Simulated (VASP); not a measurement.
Consider the following.

```
CELL_PARAMETERS angstrom
      0.00000     3.38634     3.38634
      3.38634     0.00000     3.38634
      3.38634     3.38634     0.00000
ATOMIC_POSITIONS crystal
  Mg 0.25000 0.25000 0.25000
  Mg 0.75000 0.75000 0.75000
  Sn 0.00000 0.00000 0.00000
```

All values below come from optB88-vdW, VASP's PBE PAW potentials (set 64) (plane waves; VASP 6.6.1). Numerical set-up: 520 eV cut-off, Gaussian smearing of 0.050 eV, potentials Mg Sn_d.

Give the energies of bands 7 to 12 at the high-symmetry points, in eV from the Fermi level.

```json
[
 {"band": "7", "Γ": "0.05", "X": "-4.49", "U": "-4.08", "L": "-4.68", "W": "-3.68"},
 {"band": "8", "Γ": "0.05", "X": "-2.01", "U": "-3.42", "L": "-0.76", "W": "-3.68"},
 {"band": "9", "Γ": "0.05", "X": "-2.01", "U": "-1.69", "L": "-0.76", "W": "-2.57"},
 {"band": "10", "Γ": "1.46", "X": "-0.07", "U": "0.51", "L": "0.71", "W": "2.80"},
 {"band": "11", "Γ": "2.27", "X": "0.35", "U": "2.71", "L": "2.36", "W": "3.04"},
 {"band": "12", "Γ": "2.27", "X": "7.30", "U": "5.41", "L": "2.36", "W": "3.04"}
]
```

It has no gap at this level: it comes out as a metal or semimetal.

Measured: gap 0.36 eV (computed value off by -0.36 eV), as given by Byungki Ryu et al., Journal of the Korean Physical Society (2019), arXiv:1905.06140.

The compound is Mg2Sn in the antifluorite structure. It was relaxed first.
